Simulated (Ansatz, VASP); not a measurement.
**Ni (Ni wire along [100], 4 atoms a period): VASP beside Ansatz**

Wanted: the spread between two codes on one cell, functional and k mesh. Of the first pair: The structure shown is the start of the Ansatz relaxation below; VASP solves that cell, so the two are compared at the walk's first step.

Main program and level: Ansatz 0.2.0; plane waves, with VASP 6.6.1 beside it; single point at PBE.

## Step 1: The starting structure

The cell holds 4 atoms: 4 Ni. Cell: a = 8.560 Å, b = 8.560 Å, c = 3.520 Å, α = 90.0°, β = 90.0°, γ = 90.0°. Vacuum lies along a and b. The structure's axis is c.

## Step 2: Ansatz: relaxation, PBE

Ansatz runs on its PAW soft_1 files.

The two programs are compared at the cell with which this relaxation starts, whose forces are those of its first step.

The input, input.yaml:

```yaml
crystal:
  lattice:
    - [8.56, 0.0, 0.0]
    - [0.0, 8.56, 0.0]
    - [0.0, 0.0, 3.52]
  atoms:
    - { symbol: Ni, position: [0.397196262, 0.397196262, 0.0], spin: 0.8 }
    - { symbol: Ni, position: [0.602803738, 0.602803738, 0.0], spin: 0.8 }
    - { symbol: Ni, position: [0.397196262, 0.602803738, 0.5], spin: 0.8 }
    - { symbol: Ni, position: [0.602803738, 0.397196262, 0.5], spin: 0.8 }
magnetization:
  spin_polarized: true
kpoints:
  mp_grid: { grid: [1, 1, 23] }
scf:
  occupations: { method: fermi_dirac, width: 0.05 }
hamiltonian:
  xc: pbe
  pseudopotentials: { kind: paw, azcp: { folder: soft_1 } }
relax:
  cell: { fix: [a, b, alpha, beta, gamma] }
  max_steps: 45
  f_tol: 0.03
```

Run with:

```bash
ansatz run input.yaml --threads 4 --pin off --max-ram 16384MiB --backend cpu --events-out ev --progress --plain --runs-dir out
```

Numbers of over 12 decimals in the logs are rounded to 6 here.

The program printed:

```text
Engine: ansatz 0.2.0, x86_64-unknown-linux-gnu
Pseudopotentials: kind: paw
Pseudopotential: Ni, paw, valence charge 18, recommended cutoff 420 eV (normal), soft_1/Ni.paw.azcp
Functional definition: PBE
  parameter kappa = 0.804
  parameter beta = 0.066725
  exchange = pbe_x(kappa = kappa, mu = beta*pi^2/3)
  correlation = pbe_c(beta = beta)
Crystal: 4 atoms, lattice volume = 257.923 Å³
Basis set: ecut = 420 eV, 5035 PW (Γ), exchange–correlation on 120×120×48 points (8 copies of the dense FFT grid, shifted against one another)
Bands: 46, of which v1, the nominal top of the filled ones, is band 36 counted from 1 (35 counted from 0)
Symmetry: 16 space group operations
Space group: P42/mcm (ITA 132), of the structure as read, at distance tolerance 6.4e-5 Å
Magnetic group: BNS 132.447 (UNI 1107), of the structure as read, at distance tolerance 6.4e-5 Å
k-points: 12 of 23
Non-local potential: Ni, projectors of the file, l = 0: 3, l = 1: 2, l = 2: 3, l = 3: 1
PAW form: soft (Blöchl's): semilocal exchange-correlation on the pseudo side does not see the compensation charge
PAW one-centre angular grid: Ni, 590 points (default); XC on 64 Gauss nodes
Initial density: superposition of atomic densities (neutral atoms: chi_scale 0, normalization atom)
Starting moments: Σ|m| = 3.2 μB on 4 of 4 sites
Initial wavefunctions: pseudopotential atomic-orbital guess
Functional: x = pbe(κ = 0.804, μ = 0.219515), c = pbe(β = 0.066725)
SCF iter   1: F=—  HF=-23347.054445 eV  |F-HF|=—  |Δ(HF+E_count)|=         —  Δρ=3.04e-2 (↑3.04e-2 ↓2.06e-2)  dr2=1.05e1  dr2_m=1.73e-1  M=3.380 μB ∫|m|=3.476 μB  β_m=0.30  ethr=3.10e-3  ⟨swp⟩=7.3  Hψ=5094  notcnv=0  defer=1
Mixer restart at iter 1: flushing history
preconditioner: auto → LDOS  [metal: Δε(μ)=0.006 eV  Ē_g=4.964 eV  σ=0.050 eV  W_gap=0.03  n_scr=46 (ndim 8)  ℏωp=14.6 eV  f_vac=0.628  D(μ)=20.15/eV (n_scr^D=244)]
spin=Collinear: LDOS preconditioning applied to the charge; magnetization (m = ρ↑ − ρ↓) channel mixes plain (no charge-response kernel on spin).
SCF iter   2: F=—  HF=-23348.355297 eV  |F-HF|=—  |Δ(HF+E_count)|=    1.30e0  Δρ=1.95e-2 (↑1.95e-2 ↓9.93e-3)  dr2=2.90e0  dr2_m=2.33e-1  M=3.716 μB ∫|m|=3.813 μB  β_m=0.46  ethr=3.10e-3  ⟨swp⟩=3.0  Hψ=2006  notcnv=0  defer=48
SCF iter   3: F=—  HF=-23350.847862 eV  |F-HF|=—  |Δ(HF+E_count)|=    2.49e0  Δρ=6.65e-3 (↑6.65e-3 ↓5.11e-3)  dr2=1.33e-1  dr2_m=5.85e-2  M=3.916 μB ∫|m|=4.076 μB  β_m=0.67  ethr=3.10e-3  ⟨swp⟩=3.3  Hψ=1908  notcnv=0  defer=45
SCF iter   4: F=—  HF=-23351.530927 eV  |F-HF|=—  |Δ(HF+E_count)|=         —  Δρ=3.75e-3 (↑3.75e-3 ↓2.25e-3)  dr2=5.52e-2  dr2_m=4.23e-3  M=3.795 μB ∫|m|=4.027 μB  β_m=0.67  ethr=1.85e-4  ⟨swp⟩=4.0  Hψ=2306  notcnv=0  defer=42
Mixer restart at iter 4: flushing history
SCF iter   5: F=—  HF=-23351.533910 eV  |F-HF|=—  |Δ(HF+E_count)|=   2.98e-3  Δρ=5.50e-3 (↑2.11e-3 ↓5.50e-3)  dr2=8.26e-2  dr2_m=8.38e-3  M=3.704 μB ∫|m|=3.938 μB  β_m=0.55  ethr=7.67e-5  ⟨swp⟩=2.5  Hψ=2388  notcnv=0  defer=42
SCF iter   6: F=—  HF=-23351.521155 eV  |F-HF|=—  |Δ(HF+E_count)|=   1.28e-2  Δρ=1.03e-3 (↑9.91e-4 ↓1.03e-3)  dr2=1.37e-3  dr2_m=1.92e-3  M=3.745 μB ∫|m|=3.981 μB  β_m=0.77  ethr=7.67e-5  ⟨swp⟩=2.0  Hψ=1921  notcnv=0  defer=42
SCF iter   7: F=—  HF=-23351.526488 eV  |F-HF|=—  |Δ(HF+E_count)|=   5.33e-3  Δρ=7.69e-4 (↑2.81e-4 ↓7.69e-4)  dr2=1.41e-3  dr2_m=5.35e-4  M=3.708 μB ∫|m|=3.946 μB  β_m=0.73  ethr=1.90e-6  ⟨swp⟩=2.0  Hψ=2040  notcnv=0  defer=42
SCF iter   8: F=—  HF=-23351.526341 eV  |F-HF|=—  |Δ(HF+E_count)|=   1.47e-4  Δρ=2.84e-4 (↑5.53e-5 ↓2.84e-4)  dr2=1.16e-4  dr2_m=5.21e-5  M=3.713 μB ∫|m|=3.950 μB  β_m=0.87  ethr=1.90e-6  ⟨swp⟩=2.0  Hψ=1762  notcnv=0  defer=42
[...]
SCF 1 converged in 13 iterations: F = -23351.526691 eV  dr2 = 7.44e-10
[...]
SCF 12 converged in 14 iterations: F = -23353.587843 eV  dr2 = 2.34e-12
relax step  12: F+E_penalty+E_count = -23353.58784268 eV  Δ(F+E_penalty+E_count) = -1.706e-5 eV  max|allowed force component| = 1.966e-3 eV/Å  Δτ_max = 0.0004 Å  P = +0.092 GPa  Ω = 173.804 Å³  energy of the carried Pulay correction = +1.110e-2 eV  fix = [a, b, alpha, beta, gamma]  reactions: a +0.142, b +0.142 GPa  (14 SCF iters, accepted)
Basis set: ecut = 420 eV, 3343 PW (Γ), exchange–correlation on 120×120×32 points (8 copies of the dense FFT grid, shifted against one another)
Initial wavefunctions: pseudopotential atomic-orbital guess (no wavefunctions were taken with the density)
[...]
SCF iter   1: F=—  HF=-23353.577935 eV  |F-HF|=—  |Δ(HF+E_count)|=         —  Δρ=8.31e-4 (↑3.96e-4 ↓8.31e-4)  dr2=1.59e-3  dr2_m=8.43e-5  M=3.228 μB ∫|m|=3.584 μB  β_m=0.65  ethr=4.74e-6  ⟨swp⟩=3.0  Hψ=7419  notcnv=0
preconditioner: auto → LDOS  [metal: Δε(μ)=0.054 eV  Ē_g=5.977 eV  σ=0.050 eV  W_gap=0.26  n_scr=12 (ndim 8)  ℏωp=17.8 eV  f_vac=0.617  D(μ)=8.39/eV (n_scr^D=66)]
spin=Collinear: LDOS preconditioning applied to the charge; magnetization (m = ρ↑ − ρ↓) channel mixes plain (no charge-response kernel on spin).
SCF iter   2: F=—  HF=-23353.577963 eV  |F-HF|=—  |Δ(HF+E_count)|=   2.87e-5  Δρ=2.77e-4 (↑2.77e-4 ↓2.37e-4)  dr2=5.18e-4  dr2_m=9.76e-7  M=3.224 μB ∫|m|=3.579 μB  β_m=0.59  ethr=2.20e-6  ⟨swp⟩=1.9  Hψ=1166  notcnv=0
SCF iter   3: F=—  HF=-23353.577946 eV  |F-HF|=—  |Δ(HF+E_count)|=   1.73e-5  Δρ=1.63e-4 (↑1.63e-4 ↓8.15e-5)  dr2=4.51e-5  dr2_m=1.62e-5  M=3.221 μB ∫|m|=3.574 μB  β_m=0.72  ethr=7.19e-7  ⟨swp⟩=1.0  Hψ=1105  notcnv=0
SCF iter   4: F=—  HF=-23353.577970 eV  |F-HF|=—  |Δ(HF+E_count)|=   2.42e-5  Δρ=8.33e-5 (↑3.57e-5 ↓8.33e-5)  dr2=3.37e-5  dr2_m=2.76e-6  M=3.220 μB ∫|m|=3.572 μB  β_m=0.65  ethr=6.26e-8  ⟨swp⟩=2.0  Hψ=1767  notcnv=0
SCF iter   5: F=—  HF=-23353.577966 eV  |F-HF|=—  |Δ(HF+E_count)|=   4.14e-6  Δρ=5.79e-5 (↑5.79e-5 ↓3.88e-5)  dr2=8.57e-6  dr2_m=1.59e-7  M=3.220 μB ∫|m|=3.572 μB  β_m=0.53  ethr=4.68e-8  ⟨swp⟩=2.0  Hψ=1615  notcnv=0
SCF iter   6: F=—  HF=-23353.577963 eV  |F-HF|=—  |Δ(HF+E_count)|=   2.70e-6  Δρ=1.12e-5 (↑4.76e-6 ↓1.12e-5)  dr2=2.40e-7  dr2_m=4.44e-8  M=3.220 μB ∫|m|=3.571 μB  β_m=0.61  ethr=1.19e-8  ⟨swp⟩=2.0  Hψ=1592  notcnv=0
SCF iter   7: F=—  HF=-23353.577963 eV  |F-HF|=—  |Δ(HF+E_count)|=   1.21e-7  Δρ=2.49e-6 (↑2.27e-6 ↓2.49e-6)  dr2=2.27e-8  dr2_m=1.41e-9  M=3.220 μB ∫|m|=3.571 μB  β_m=0.81  ethr=3.33e-10  ⟨swp⟩=2.0  Hψ=1588  notcnv=0
SCF iter   8: F=—  HF=-23353.577964 eV  |F-HF|=—  |Δ(HF+E_count)|=   1.32e-8  Δρ=7.01e-7 (↑5.83e-7 ↓7.01e-7)  dr2=3.56e-9  dr2_m=1.46e-10  M=3.220 μB ∫|m|=3.571 μB  β_m=0.75  ethr=3.15e-11  ⟨swp⟩=2.3  Hψ=1895  notcnv=0
SCF iter   9: F=—  HF=-23353.577964 eV  |F-HF|=—  |Δ(HF+E_count)|=   7.41e-7  Δρ=2.52e-7 (↑1.17e-7 ↓2.52e-7)  dr2=1.56e-10  dr2_m=3.88e-11  M=3.220 μB ∫|m|=3.571 μB  β_m=0.88  ethr=4.95e-12  ⟨swp⟩=3.4  Hψ=2163  notcnv=0
SCF iter  10: F=-23353.577964 eV  HF=-23353.577964 eV  |F-HF|=2.18e-11  |Δ(HF+E_count)|=   1.52e-8  Δρ=4.39e-8 (↑4.39e-8 ↓2.90e-8)  dr2=2.07e-12  dr2_m=1.48e-12  M=3.220 μB ∫|m|=3.571 μB  ethr=1.00e-12  ⟨swp⟩=3.1  Hψ=4721  notcnv=0
SCF 13 converged in 10 iterations: F = -23353.577964 eV  dr2 = 2.07e-12
relax step  13: F+E_penalty+E_count = -23353.57796427 eV  Δ(F+E_penalty+E_count) = +9.878e-3 eV  max|allowed force component| = 1.020e-3 eV/Å  Δτ_max = 0.0000 Å  P = +0.090 GPa  Ω = 173.804 Å³  fix = [a, b, alpha, beta, gamma]  reactions: a +0.144, b +0.144 GPa  stress off target by 1.99e-2 GPa on what of the cell is left free  SCF on the basis re-selected at this cell (its energy is not comparable with the rows above)  (10 SCF iters)
basis re-selected at this cell: Δ(F+E_penalty+E_count) = +9.878e-3 eV, ΔP = -0.003 GPa vs the last step (what re-selecting the basis moved, of the pressure what is left beyond the Pulay correction that the steps carried, after the strain that the cell walked since its last selection, with what the two solves' SCF thresholds leave and, on support functions, any second-order correction that the steps lacked; it is no measure of the basis error at this ecutwfc). The dense FFT grid was sized anew with the basis: this SCF ran on 60×60×16 points, the steps before it on 60×60×24, so part of this shift can come from that change (see relax.cell in the input reference). [rest of the remark cut]
SCF converged after 10 iterations
Magnetization: 3.2199 μB (37.6100 up, 34.3900 down)
Absolute magnetization: 3.5750 μB (∫|ρ↑−ρ↓|, with the PAW one-centre terms)
Spin contamination: 0.0533 ħ² per cell (⟨S²⟩ above its minimum at these occupations)
Per-site moments (μB) at R_I (Å): [(0.829905, 0.975171), (0.829905, 0.975171), (0.829905, 0.975171), (0.829905, 0.975171)]
Free energy (F): -23353.577964 eV
Harris-Foulkes:  -23353.577964 eV  (|F-HF|=2.18e-11)
Internal energy: -23353.509778 eV  (E = F + TS)
E sigma→0 (E₀):  -23353.543871 eV
Entropy (-TS):   -0.068186 eV (-17.047 meV/atom)
Fermi energy:    1.154696 eV
--- Per-component energies (eV) ---
  E_band       = -2336.727245
  E_kinetic    = 1353.213294
  E_local      = -37528.097886  (includes V_loc(G=0)·N_el)
  E_nonlocal   = -457.284222
  E_hartree    = 18644.221919
  E_xc         = -443.513651
  E_vxc        = -571.409419  (∫ρ·V_xc dr)
  E_paw        = -6640.892808  (= ΣΔE_a)
  E_vpaw       = -2421.596514  (= ΣTr[D̂ρ^β])
  E_aug_tail   = 0.003479  (compensation charges beyond the density's cutoff)
  E_ewald      = 1718.840097
  E_smearing   = -0.068186  (= −TS)
  E_closure    = 0.000000  (closes the sum)
  Σ components = -23353.577964   (vs F -23353.577964, Δ=0.00e0)
--- Forces (eV/Å), atoms counted from 1 ---
  atom   1  Ni     0.00102026     0.00102026     0.00000000
  atom   2  Ni    -0.00102026    -0.00102026     0.00000000
  atom   3  Ni     0.00102026    -0.00102026     0.00000000
  atom   4  Ni    -0.00102026     0.00102026     0.00000000
  max |Σ_I F_I| component: 2.17e-19 eV/Å
--- Stress (GPa, compression-positive) ---
        0.144412       0.000000       0.000000
        0.000000       0.144412       0.000000
        0.000000       0.000000      -0.019912
  P = ⅓ Tr σ = 0.0896 GPa (0.896 kbar)
--- Relaxed structure (12 steps of the walk, 11 accepted, 1 SCFs on fresh bases) ---
  F+E_penalty+E_count = -23353.57796427 eV   max|allowed force component| = 1.020e-3 eV/Å   (the final SCF, on the basis selected at the relaxed cell)
  cell:  # Å, volume = 173.8041 Å³
    - [8.56, 0.0, 0.0]
    - [0.0, 8.56, 0.0]
    - [0.0, 0.0, 2.371989]
  atoms:
    - { symbol: Ni, position: [0.380547, 0.380547, 0.0] }
    - { symbol: Ni, position: [0.619453, 0.619453, 0.0] }
    - { symbol: Ni, position: [0.380547, 0.619453, 0.500000] }
    - { symbol: Ni, position: [0.619453, 0.380547, 0.500000] }
```

Reading the cycles: dr2 is the Hartree energy of the density residual (eV), the measure of convergence; HF is the Harris–Foulkes estimate of the energy, which meets the free energy F at convergence.

(Part 1 of 2 ends here.)

[Lines on the potential files, build, host, timing and source positions are cut from VASP's logs without a mark.]

[Logs are printed without paths, hosts, clocks, repeated set-up lines and the standing remarks that a program may print on its own settings, such as how far it seeks lower states.]

[Hosts, paths, dates, database ids (printed as entryN), source tags and the programs' standing remarks are cut or masked in the printed files.]
